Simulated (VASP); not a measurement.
The system is Ag.

```xyz
1
Lattice="0.0000 2.0300 2.0300 2.0300 0.0000 2.0300 2.0300 2.0300 0.0000" Properties=species:S:1:pos:R:3 pbc="T T T"
Ag    0.0000    0.0000    0.0000
```

The cell was built by a generator and needn't be a form met in nature.

```yaml
Program: VASP 6.6.1
Task: relaxation of cell and atoms
Functional: PBE
Potentials_or_basis: VASP PAW PBE potentials, release 64 (Ag)
Cutoff: 700 eV
k_mesh: 18 × 18 × 18
Occupations: methfessel-paxton, width 0.1 eV
Spin: no spin polarisation
```

At the start: pressure 6.9 GPa; volume 16.73 Å³/atom.

**Question.** Where does the relaxation end?

**Answer.** Over 3 steps the energy falls by 21.9 meV/atom and the volume is 17.82 Å³/atom (+6.5 %); space group Fm-3m (No. 225, to 0.05 Å).

The path:
```csv
step,energy change (eV),largest force (eV/Å),pressure (GPa),volume (Å³)
1,0.0000,0.0000,6.95,16.73
2,-0.0142,0.0000,-3.25,18.55
3,-0.0219,0.0000,0.01,17.82
```

Final structure:
```cif
data_structure
_symmetry_space_group_name_H-M 'P 1'
_symmetry_Int_Tables_number 1
_cell_length_a 2.9318
_cell_length_b 2.9318
_cell_length_c 2.9318
_cell_angle_alpha 60.000
_cell_angle_beta 60.000
_cell_angle_gamma 60.000
_cell_volume 17.82
loop_
_atom_site_label
_atom_site_type_symbol
_atom_site_fract_x
_atom_site_fract_y
_atom_site_fract_z
_atom_site_occupancy
Ag1 Ag 0.00000 0.00000 0.00000 1
```
